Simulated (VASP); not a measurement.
```
CELL_PARAMETERS angstrom
      1.64309    -2.84591     0.00000
      1.64309     2.84591     0.00000
      0.00000     0.00000     5.30697
ATOMIC_POSITIONS crystal
  Zn 0.66667 0.33333 0.50144
  Zn 0.33333 0.66667 0.00144
  O  0.66667 0.33333 0.88056
  O  0.33333 0.66667 0.38056
```

All values below come from PBE GGA, VASP's PBE PAW potentials (set 64) (plane waves; VASP). Run with 520 eV cut-off, Gaussian smearing of 0.050 eV, potentials Zn O.

Task: Give the energies of bands 7 to 20 at the high-symmetry points, in eV from the valence-band maximum.

Result: 
```csv
band,Γ,M,K,A,L,H
7,-5.33,-4.87,-4.58,-5.44,-4.97,-4.79
8,-5.33,-4.77,-4.58,-5.44,-4.97,-4.79
9,-4.45,-4.41,-4.50,-4.33,-4.26,-4.44
10,-4.45,-4.29,-4.39,-4.33,-4.26,-4.44
11,-4.25,-4.21,-4.33,-4.33,-4.18,-3.96
12,-4.25,-4.14,-4.33,-4.33,-4.18,-3.96
13,-3.99,-3.67,-3.60,-2.22,-3.68,-3.62
14,-0.74,-3.42,-3.46,-2.22,-3.68,-3.62
15,-0.74,-2.70,-3.46,-0.37,-1.42,-2.56
16,-0.08,-2.12,-1.83,-0.37,-1.42,-2.56
17,0.00,-1.22,-1.83,-0.37,-1.31,-1.18
18,0.00,-0.79,-1.64,-0.37,-1.31,-1.18
19,0.72,5.59,7.45,3.34,5.62,7.74
20,5.07,6.81,7.45,3.34,5.62,7.74
```

The gap is direct, 0.72 eV, from the valence maximum at Γ to the conduction minimum at Γ.

Measured: gap 3.60 eV (computed value off by -2.88 eV), as given by Wei Chen et al., Physical Review Materials (2018), doi:10.1103/physrevmaterials.2.073803 [zero-point renormalisation of 0.16 eV added back (the table's ZPR column)].

The compound is ZnO in the wurtzite structure. It was relaxed first.
